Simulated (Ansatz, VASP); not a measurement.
**HfGeB (HfGeB in the AlB2 type): VASP beside Ansatz**

Wanted: the spread between two codes on one cell, functional and k mesh. The cell is generated by rule, not measured, and may not be a known phase. The cell is taken from a series of runs on this material, whose earlier steps may have relaxed, scaled, displaced or heated it; both programs get it as it stands.

Main program and level: Ansatz 0.2.0; plane waves, with VASP 6.6.1 beside it; relaxation of cell and atoms at LDA and zone-centre phonons at LDA.

The structure was built from a prototype and need not be the compound's stable phase.

**1. Starting point**

Symmetry: P-6m2, No. 187, hexagonal system. The conventional cell has a = 3.546 Å, b = 3.546 Å, c = 3.607 Å, α = 90.00°, β = 90.00°, γ = 120.00°. Hf has 6 B at 2.73 Å and 6 Ge at 2.73 Å nearest. Nearest to B lie 3 Ge at 2.05 Å and 6 Hf at 2.73 Å. Nearest to Ge lie 3 B at 2.05 Å and 6 Hf at 2.73 Å. Farther neighbours are not listed.

**2. Ansatz: relaxation of cell and atoms, LDA, pair 1**

Ansatz runs on its PAW soft_1 files.

The relaxed volume is the usual yardstick between codes: in a stiff, nearly cubic crystal its relative difference is about their pressure difference at one cell divided by the bulk modulus.

Contents of input.yaml:

```yaml
crystal:
  lattice:
    - [3.5458541764, 0.0, 0.0]
    - [-1.7729270882, 3.0707997949, 0.0]
    - [0.0, 0.0, 3.6073952892]
  atoms:
    - { symbol: Hf, position: [0.0, 0.0, 0.0] }
    - { symbol: B, position: [0.3333333333, 0.6666666667, 0.5] }
    - { symbol: Ge, position: [0.6666666667, 0.3333333333, 0.5] }
kpoints:
  mp_grid: { grid: [9, 9, 8] }
hamiltonian:
  xc: lda
  pseudopotentials: { kind: paw, azcp: { folder: soft_1 }, xc_functional: pbe }
scf:
  occupations: { method: methfessel_paxton, width: 0.2 }
output:
  forces: true
  stress: true
  eigenvalues: true
relax:
  adjacent_minimum: "off"
  f_tol: 0.001
  max_steps: 60
  cell: { stress_tol: 0.01 }
```

On the command line:

```bash
ansatz run input.yaml --threads 4 --pin off --max-ram 12288MiB --backend cpu --events-out ev --progress --plain --runs-dir out
```

Numbers of over 12 decimals in the logs are rounded to 6 here.

The log of the run:

```text
Engine: ansatz 0.2.0, aarch64-unknown-linux-gnu
Pseudopotentials: kind: paw
Pseudopotential: Hf, paw, valence charge 26, recommended cutoff 420 eV (normal), soft_1/Hf.paw.azcp
Pseudopotential: B, paw, valence charge 3, recommended cutoff 420 eV (normal), soft_1/B.paw.azcp
Pseudopotential: Ge, paw, valence charge 14, recommended cutoff 420 eV (normal), soft_1/Ge.paw.azcp
Functional definition: SPW92
  exchange = slater_x
  correlation = pw_c
Crystal: 3 atoms, lattice volume = 39.280 Å³
Basis set: ecut = 420 eV, 763 PW (Γ)
Bands: 26, of which v1, the nominal top of the filled ones, is band 22 counted from 1 (21 counted from 0)
Symmetry: 12 space group operations
Space group: P-6m2 (ITA 187), of the structure as read, at distance tolerance 3.4e-5 Å
k-points: 60 of 648 (time reversal used)
Non-local potential: Hf, projectors of the file, l = 0: 3, l = 1: 2, l = 2: 2, l = 3: 3
Non-local potential: B, projectors of the file, l = 0: 2, l = 1: 2, l = 2: 1
Non-local potential: Ge, projectors of the file, l = 0: 2, l = 1: 2, l = 2: 3, l = 3: 1
PAW form: soft (Blöchl's): semilocal exchange-correlation on the pseudo side does not see the compensation charge
PAW frozen core: Hf, regenerated for the run's functional, and the local potential with it (the file was generated under x = pbe(κ = 0.804, μ = 0.219515), c = pbe(β = 0.066725))
PAW frozen core: B, regenerated for the run's functional, and the local potential with it (the file was generated under x = pbe(κ = 0.804, μ = 0.219515), c = pbe(β = 0.066725))
PAW frozen core: Ge, regenerated for the run's functional, and the local potential with it (the file was generated under x = pbe(κ = 0.804, μ = 0.219515), c = pbe(β = 0.066725))
PAW one-centre angular grid: Hf, 590 points (default); XC on 64 Gauss nodes
PAW one-centre angular grid: B, 110 points (default); XC on 64 Gauss nodes
PAW one-centre angular grid: Ge, 590 points (default); XC on 64 Gauss nodes
Initial density: superposition of atomic densities (chi_scale 0.1, normalization cell, long waves kept (reshape's long-wave potential 0.00 eV rms))
Initial wavefunctions: pseudopotential atomic-orbital guess
Functional: x = slater, c = lda
SCF iter   1: F=—  HF=-19843.997928 eV  |F-HF|=—  |Δ(HF+E_count)|=         —  Δρ=5.67e-2  dr2=1.57e0  ethr=3.10e-3  ⟨swp⟩=4.4  Hψ=5542  notcnv=0
preconditioner: auto → Kerker (q_TF=auto, 2.770 Å⁻¹)  [metal: Δε(μ)=0.059 eV  Ē_g=18.694 eV  σ=0.200 eV  W_gap=0.25  n_scr=20 (ndim 8)  ℏωp=37.9 eV  f_vac=0.000  D(μ)=1.73/eV (n_scr^D=20)]
SCF iter   2: F=—  HF=-19843.574667 eV  |F-HF|=—  |Δ(HF+E_count)|=   4.23e-1  S|Δr|=    0.00e0  Δρ=2.95e-2  dr2=4.10e-1  ethr=3.10e-3  ⟨swp⟩=2.0  Hψ=3353  notcnv=0  defer=8
SCF iter   3: F=—  HF=-19843.448258 eV  |F-HF|=—  |Δ(HF+E_count)|=   1.26e-1  S|Δr|=    0.00e0  Δρ=1.21e-2  dr2=7.19e-2  ethr=9.54e-4  ⟨swp⟩=2.0  Hψ=2863  notcnv=0  defer=8
SCF iter   4: F=—  HF=-19843.422624 eV  |F-HF|=—  |Δ(HF+E_count)|=   2.56e-2  S|Δr|=    0.00e0  Δρ=3.11e-3  dr2=2.93e-3  ethr=1.67e-4  ⟨swp⟩=2.0  Hψ=2897  notcnv=0  defer=8
SCF iter   5: F=—  HF=-19843.423992 eV  |F-HF|=—  |Δ(HF+E_count)|=   1.37e-3  S|Δr|=    0.00e0  Δρ=1.16e-3  dr2=2.81e-4  ethr=6.81e-6  ⟨swp⟩=2.0  Hψ=2617  notcnv=0  defer=8
SCF iter   6: F=—  HF=-19843.423226 eV  |F-HF|=—  |Δ(HF+E_count)|=   7.67e-4  S|Δr|=    0.00e0  Δρ=5.61e-4  dr2=1.07e-4  ethr=6.53e-7  ⟨swp⟩=3.0  Hψ=3131  notcnv=0  defer=8
SCF iter   7: F=—  HF=-19843.423194 eV  |F-HF|=—  |Δ(HF+E_count)|=   3.13e-5  S|Δr|=    0.00e0  Δρ=1.03e-4  dr2=5.09e-6  ethr=2.48e-7  ⟨swp⟩=2.0  Hψ=2848  notcnv=0  defer=8
SCF iter   8: F=—  HF=-19843.423189 eV  |F-HF|=—  |Δ(HF+E_count)|=   5.29e-6  S|Δr|=    0.00e0  Δρ=4.95e-5  dr2=9.97e-7  ethr=1.18e-8  ⟨swp⟩=2.0  Hψ=2855  notcnv=0  defer=8
SCF iter   9: F=-19843.423189 eV  HF=-19843.423189 eV  |F-HF|=4.80e-8  |Δ(HF+E_count)|=   4.33e-7  S|Δr|=    0.00e0  Δρ=9.30e-6  dr2=4.60e-8  ethr=2.33e-10  ⟨swp⟩=5.0  Hψ=7878  notcnv=0
SCF 1 converged in 9 iterations: F = -19843.423189 eV  dr2 = 4.60e-8
  greatest PAW one-centre occupation: 0.998 electrons in one spin orbital (limit 2), on the Ge atom at site 2 (counted from 0), in its partial waves of l = 2
relax step   1: F+E_penalty+E_count = -19843.42318853 eV  Δ(F+E_penalty+E_count) = +0.000e0 eV  max|allowed force component| = 6.476e-17 eV/Å  Δτ_max = 0.0000 Å  P = -0.034 GPa  Ω = 39.280 Å³  (9 SCF iters, dr2 threshold 1.00e-7 eV, accepted)
[...]
relax step   2: F+E_penalty+E_count = -19843.42319279 eV  Δ(F+E_penalty+E_count) = -4.255e-6 eV  max|allowed force component| = 1.881e-16 eV/Å  Δτ_max = 0.0000 Å  P = -0.047 GPa  Ω = 39.286 Å³  energy of the carried Pulay correction = -3.732e-6 eV  (5 SCF iters, dr2 threshold 1.68e-8 eV, accepted)
[...]
relax step   3: F+E_penalty+E_count = -19843.42320097 eV  Δ(F+E_penalty+E_count) = -8.182e-6 eV  max|allowed force component| = 2.066e-16 eV/Å  Δτ_max = 0.0000 Å  P = -0.001 GPa  Ω = 39.276 Å³  energy of the carried Pulay correction = +2.965e-6 eV  (4 SCF iters, dr2 threshold 6.48e-9 eV, accepted)
[...]
relax step   4: F+E_penalty+E_count = -19843.42319109 eV  Δ(F+E_penalty+E_count) = +9.879e-6 eV  max|allowed force component| = 1.835e-16 eV/Å  Δτ_max = 0.0000 Å  P = -0.001 GPa  Ω = 39.276 Å³  stress off target by 1.17e-3 GPa  SCF on the basis re-selected at this cell (its energy is not comparable with the rows above)  (6 SCF iters)
basis re-selected at this cell: Δ(F+E_penalty+E_count) = +9.879e-6 eV, ΔP = +0.000 GPa vs the last step (what re-selecting the basis moved, of the pressure what is left beyond the Pulay correction that the steps carried, after the strain that the cell walked since its last selection, with what the two solves' SCF thresholds leave and, on support functions, any second-order correction that the steps lacked; it is no m [...]
SCF converged after 6 iterations
Stability not checked: this state was not tested for a lower state beside it, because cold or Methfessel-Paxton smearing, or corrected tetrahedra, fill the levels in a way that the test cannot read (fill_not_monotonic; see scf.lower_state_search)
Free energy (F): -19843.423191 eV
Harris-Foulkes:  -19843.423191 eV  (|F-HF|=3.64e-12)
Internal energy: -19843.420281 eV  (E = F + TS)
E sigma→0 (E₀):  -19843.422464 eV
Entropy (-TS):   -0.002910 eV (-0.970 meV/atom)
Fermi energy:    18.701826 eV
--- Per-component energies (eV) ---
  E_band       = -15.573772
  E_kinetic    = 557.118425
  E_local      = -8137.897065  (includes V_loc(G=0)·N_el)
  E_nonlocal   = 304.773536
  E_hartree    = 3995.130720
  E_xc         = -370.957999
  E_vxc        = -362.696703  (∫ρ·V_xc dr)
  E_paw        = -9462.761207  (= ΣΔE_a)
  E_vpaw       = -367.133534  (= ΣTr[D̂ρ^β])
  E_aug_tail   = 0.000127  (compensation charges beyond the density's cutoff)
  E_ewald      = -6733.238068
  E_core_change = 4.411249  (= ΣΔE_core)
  E_smearing   = -0.002910  (= −TS)
  E_closure    = -0.000000  (closes the sum)
  Σ components = -19843.423191   (vs F -19843.423191, Δ=0.00e0)
--- Forces (eV/Å), atoms counted from 1 ---
  atom   1  Hf    -0.00000000     0.00000000     0.00000000
  atom   2  B      0.00000000    -0.00000000    -0.00000000
  atom   3  Ge    -0.00000000     0.00000000     0.00000000
  max |Σ_I F_I| component: 1.20e-16 eV/Å
--- Stress (GPa, compression-positive) ---
       -0.001171       0.000000      -0.000000
        0.000000      -0.001171      -0.000000
       -0.000000      -0.000000      -0.000215
  P = ⅓ Tr σ = -0.0009 GPa (-0.009 kbar)
--- Band table (eV; the first three rows and the last of 60) ---
  k-point 0: bands = [... 18 lower, 14.5546, 15.4489, 15.5162, 19.3685, 20.4297, 20.4297, 20.7379, 20.7379]
  k-point 1: bands = [... 18 lower, 14.7085, 14.7085, 16.9457, 19.1321, 19.1321, 19.4891, 21.2973, 21.2973]
  k-point 2: bands = [... 18 lower, 15.1502, 15.1502, 18.0126, 18.0126, 18.3160, 19.8501, 20.2657, 20.2657]
  k-point 59: bands = [... 18 lower, 12.2939, 14.1339, 14.6803, 20.0173, 21.7796, 21.9463, 22.3214, 22.9663]
--- Relaxed structure (3 steps of the walk, 3 accepted, 1 SCFs on fresh bases) ---
  F+E_penalty+E_count = -19843.42319109 eV   max|allowed force component| = 1.835e-16 eV/Å   (the final SCF, on the basis selected at the relaxed cell)
  cell:  # Å, volume = 39.2762 Å³
    - [3.544837, 0.0, 0.0]
    - [-1.772418, 3.069919, 0.0]
    - [0.0, 0.0, 3.609162]
  atoms:
    - { symbol: Hf, position: [0, 0, 0.0] }
    - { symbol: B, position: [0.333333, 0.666667, 0.5] }
    - { symbol: Ge, position: [0.666667, 0.333333, 0.5] }
```

In the SCF lines HF is the Harris–Foulkes energy and dr2 the Hartree energy of the density residual, in eV; the loop may stop once dr2 is under the threshold and the program's other checks hold. Hψ counts applications of the Hamiltonian.

**3. VASP: relaxation of cell and atoms, LDA, pair 1**

The same cell, functional (in two slightly different forms), mesh and smearing now go to VASP, with its own data sets.

Lines of VASP's logs that name or quote its potential files are left out, and so is its time.

Contents of INCAR:

```
SYSTEM = HfGeB
PREC = Accurate
ENCUT = 500
EDIFF = 1E-07
NELM = 120
ISMEAR = 1
SIGMA = 0.2
LREAL = .FALSE.
ALGO = Normal
GGA = PW92
NBANDS = 19
LASPH = .TRUE.
LORBIT = 11
LWAVE = .FALSE.
LCHARG = .FALSE.
ISIF = 3
IBRION = 2
NSW = 80
EDIFFG = -0.005
GGA_COMPAT = .FALSE.
NELMIN = 4
KPAR = 2
```

Contents of POSCAR:

```
HfGeB
1.0
    3.5458540000      0.0000000000      0.0000000000
   -1.7729270000      3.0708000000      0.0000000000
    0.0000000000      0.0000000000      3.6073950000
Hf B Ge
1 1 1
Direct
    0.0000000000      0.0000000000      0.0000000000
    0.3333333333      0.6666666667      0.5000000000
    0.6666666667      0.3333333333      0.5000000000
```

Contents of KPOINTS:

```
Automatic mesh
0
Gamma
9 9 8
0 0 0
```

The projector-augmented-wave data sets are Hf_pv, B and Ge_d (LDA family, release 64).

On the command line:

```bash
mpirun -np 2 vasp_std
```

The log of the run:

```text
[banner, memory and clock lines left out]
running    2 mpi-ranks, on    1 nodes
 distrk:  each k-point on    1 cores,    2 groups
 distr:  one band on    1 cores,    1 groups

 POSCAR found type information on POSCAR HfB Ge
 POSCAR found :  3 types and       3 ions
|                                                                             |
|               ----> ADVICE to this user running VASP <----                  |
|                                                                             |
|     You enforced a specific xc type in the INCAR file but a different       |
|     [... a line on the potential file left out ...]
|     I HOPE YOU KNOW WHAT YOU ARE DOING!                                     |
|                                                                             |

 LDA part: xc-table for (Slater(with rela. corr.)+PW92), standard interpolation
 POSCAR, INCAR and KPOINTS ok, starting setup
 FFT: planning ... GRIDC
 FFT: planning ... GRID_SOFT
 FFT: planning ... GRID
 WAVECAR not read
 entering main loop
       N       E                     dE             d eps       ncg     rms          rms(c)
DAV:   1     0.167105280921E+03    0.16711E+03   -0.13465E+04  2536   0.292E+03
DAV:   2    -0.632766492440E+01   -0.17343E+03   -0.16793E+03  2363   0.577E+02
DAV:   3    -0.250827902517E+02   -0.18755E+02   -0.18275E+02  2700   0.118E+02
DAV:   4    -0.256530981298E+02   -0.57031E+00   -0.56152E+00  2973   0.195E+01
DAV:   5    -0.256605882131E+02   -0.74901E-02   -0.74763E-02  2778   0.232E+00    0.404E+01
DAV:   6    -0.238622237031E+02    0.17984E+01   -0.61588E+00  2638   0.125E+01    0.271E+01
DAV:   7    -0.238336725647E+02    0.28551E-01   -0.64410E-01  2988   0.593E+00    0.114E+01
DAV:   8    -0.238225904654E+02    0.11082E-01   -0.72177E-02  3137   0.144E+00    0.171E+00
DAV:   9    -0.238203140780E+02    0.22764E-02   -0.14167E-02  2971   0.885E-01    0.717E-01
DAV:  10    -0.238201514808E+02    0.16260E-03   -0.73703E-04  2592   0.203E-01    0.169E-01
DAV:  11    -0.238201489579E+02    0.25228E-05   -0.80607E-05  3059   0.547E-02    0.288E-02
DAV:  12    -0.238201487321E+02    0.22584E-06   -0.65273E-06  2524   0.226E-02    0.349E-02
DAV:  13    -0.238201483292E+02    0.40292E-06   -0.31529E-06  2670   0.117E-02    0.105E-02
DAV:  14    -0.238201482768E+02    0.52371E-07   -0.21008E-07  2039   0.309E-03
   1 F= -.23820148E+02 E0= -.23819146E+02  d E =-.238201E+02
[...]
2 F= -.23820156E+02 E0= -.23819143E+02  d E =-.747798E-05
[...]
3 F= -.23820163E+02 E0= -.23819155E+02  d E =-.143653E-04
 curvature:  -0.31 expect dE=-0.342E-05 dE for cont linesearch -0.117E-08
 trial: gam= 0.21187 g(F)=  0.849E-46 g(S)=  0.111E-04 ort = 0.437E-06 (trialstep = 0.915E+00)
 search vector abs. value=  0.136E-04
 bond charge predicted
       N       E                     dE             d eps       ncg     rms          rms(c)
DAV:   1    -0.238202066481E+02   -0.43999E-04   -0.10574E-03  2851   0.342E-01    0.609E-02
DAV:   2    -0.238201794820E+02    0.27166E-04   -0.51793E-05  3110   0.876E-02    0.232E-02
DAV:   3    -0.238201693993E+02    0.10083E-04   -0.97820E-06  3151   0.373E-02    0.788E-03
DAV:   4    -0.238201681135E+02    0.12858E-05   -0.17449E-06  3445   0.123E-02    0.432E-03
DAV:   5    -0.238201680484E+02    0.65098E-07   -0.98407E-08  1509   0.351E-03
   4 F= -.23820168E+02 E0= -.23819158E+02  d E =-.540634E-05
 trial-energy change:   -0.000005  1 .order   -0.000005   -0.000010   -0.000000
 step:   0.9310(harm=  0.9310)  dis= 0.00000  next Energy=   -23.820168 (dE=-0.522E-05)
 reached required accuracy - stopping structural energy minimisation
```

Parts of OUTCAR (step 3):

```text
ion  position               nearest neighbor table
   1  0.000  0.000  0.000-   2 2.73   3 2.73   2 2.73   3 2.73   3 2.73   3 2.73   2 2.73   2 2.73
                             3 2.73   3 2.73   2 2.73   2 2.73
   2  0.333  0.667  0.500-   3 2.05   3 2.05   3 2.05   1 2.73   1 2.73   1 2.73   1 2.73   1 2.73
                             1 2.73
   3  0.667  0.333  0.500-   2 2.05   2 2.05   2 2.05   1 2.73   1 2.73   1 2.73   1 2.73   1 2.73
                             1 2.73

  LATTYP: Found a hexagonal cell.
 ALAT       =     3.5458540000
 C/A-ratio  =     1.0173557625

 Subroutine GETGRP returns: Found 12 space group operations
 (whereof 12 operations were pure point group operations)

The static configuration has the point symmetry D_3h.

 Found     60 irreducible k-points:

   k-points           NKPTS =     60   k-points in BZ     NKDIM =     60   number of bands    NBANDS=     19

   dimension x,y,z NGX =    28 NGY =   28 NGZ =   28
   dimension x,y,z NGXF=    56 NGYF=   56 NGZF=   56

   ENCUT  =  500.0 eV  36.75 Ry    6.06 a.u.   6.46  6.46  6.58*2*pi/ulx,y,z

   NELECT =      27.0000    total number of electrons

 k-points in reciprocal lattice and weights: Automatic mesh
   0.00000000  0.00000000  0.00000000       0.002
   0.11111111  0.00000000  0.00000000       0.009
   0.22222222 -0.00000000  0.00000000       0.009
   0.33333333  0.00000000  0.00000000       0.009
   0.44444444 -0.00000000  0.00000000       0.009
   0.11111111  0.11111111  0.00000000       0.009
   0.22222222  0.11111111  0.00000000       0.019
   0.33333333  0.11111111  0.00000000       0.019
   0.44444444  0.11111111  0.00000000       0.009
[...]
0.33333333  0.22222222  0.50000000       0.019
   0.33333333  0.33333333  0.50000000       0.003

 average (electrostatic) potential at core
       1 -34.6702       2 -30.5502       3 -72.2798

 E-fermi :   8.7353

 k-point     1 :       0.0000    0.0000    0.0000
  band No.  band energies     occupation
    ...
      9      -6.0988      2.00000
     10       4.6000      2.00000
     11       4.6000      2.00000
     12       5.4716      2.00000
     13       5.5579      2.00000
     14       9.3967     -0.00003
     15      10.4740     -0.00000
     16      10.4740     -0.00000
     17      10.7754     -0.00000
     18      10.7754     -0.00000
    ...

 k-point     2 :       0.1111    0.0000    0.0000
  band No.  band energies     occupation
    ...
      9      -5.8899      2.00000
     10       3.7564      2.00000
     11       4.5529      2.00000
     12       5.3249      2.00000
     13       5.6816      2.00000
     14       9.6608     -0.00000
     15      10.3722     -0.00000
     16      10.4954     -0.00000
     17      10.5499     -0.00000
     18      10.7690     -0.00000
    ...

 k-point     3 :       0.2222   -0.0000    0.0000
  band No.  band energies     occupation
    ...
      9      -5.2834      2.00000
     10       2.1162      2.00000
     11       4.4065      2.00000
     12       5.0372      2.00000
     13       5.7838      2.00000
     14       8.9729     -0.07049
     15      10.1321     -0.00000
     16      10.4240     -0.00000
     17      11.0036     -0.00000
     18      11.9495     -0.00000
    ...

  Total       -0.0035569     -0.0035569     -0.0009493      0.0000000      0.0000000     -0.0000000
  in kB       -0.1451394     -0.1451394     -0.0387366      0.0000000      0.0000000     -0.0000000
  external PRESSURE =      -0.1096718 kB  Pullay stress =       0.0000000 kB

  energy-cutoff  :      500.00
  volume of cell :       39.26
      direct lattice vectors                 reciprocal lattice vectors
     3.544288834  0.000000000 -0.000000000     0.282144048  0.162895923  0.000000000
    -1.772144417  3.069444526 -0.000000000     0.000000000  0.325791847  0.000000000
    -0.000000000 -0.000000000  3.609209588     0.000000000  0.000000000  0.277068975

 POSITION                                       TOTAL-FORCE (eV/Angst)
 -----------------------------------------------------------------------------------
      1.77214      3.06944     -0.00000        -0.000000      0.000000      0.000000
     -0.00000      2.04630      1.80460        -0.000000     -0.000000     -0.000000
      1.77214      1.02315      1.80460         0.000000     -0.000000     -0.000000
 -----------------------------------------------------------------------------------
    total drift:                                0.000002     -0.000000      0.000000

  FREE ENERGIE OF THE ION-ELECTRON SYSTEM (eV)
  ---------------------------------------------------
  free  energy   TOTEN  =       -23.8201680484 eV

  energy  without entropy=      -23.8171391972  energy(sigma->0) =      -23.81915843

 reached required accuracy - stopping structural energy minimisation

 total charge
# of ion       s       p       d       tot
------------------------------------------
    1        0.251   6.388   1.844   8.482
    2        0.637   1.179   0.000   1.816
    3        1.087   1.605  10.171  12.863
--------------------------------------------------
tot          1.976   9.171  12.014  23.161

[... 3 further parts left out ...]
```

CONTCAR:

```
HfGeB
   1.00000000000000
     3.5442888337392922    0.0000000000000000   -0.0000000000000000
    -1.7721444168696461    3.0694445257831546   -0.0000000000000000
    -0.0000000000000000   -0.0000000000000000    3.6092095883156854
  Hf              B               Ge
     1     1     1
Direct
     1.0000000000000000    1.0000000000000000    0.0000000000000000
     0.3333333332999970    0.6666666667000030    0.5000000000000000
     0.6666666667000030    0.3333333332999970    0.5000000000000000
```

The run keeps the 12 symmetry operations of its start, so it cannot find a distortion of lower symmetry.

**4. Side by side**

Known differences besides the potentials themselves: the data sets hold 43 valence electrons in Ansatz (on its PAW soft_1 files) and 27 in VASP; the cutoff is 420 eV in Ansatz and 500 eV in VASP; VASP's log shows a relativistic correction to its local exchange, Ansatz's none; Ansatz adds a Pulay correction to the stress that steers its cell, VASP none. Total energies have different zeros and are not compared.

Compared:

```
                                         quantity  Ansatz   VASP  difference
                                      volume (Å³)   39.28  39.26     +0.03 %
edge a after relaxation, in the typed setting (Å)   3.545  3.544     +0.01 %
edge c after relaxation, in the typed setting (Å)   3.609  3.609     +0.00 %
```

(Part 1 of 2 ends here.)

[Lines on the potential files, build, host, timing and source positions are cut from VASP's logs without a mark.]

[Logs are printed without paths, hosts, clocks, repeated set-up lines and the standing remarks that a program may print on its own settings, such as how far it seeks lower states.]

[Hosts, paths, dates, database ids (printed as entryN), source tags and the programs' standing remarks are cut or masked in the printed files.]
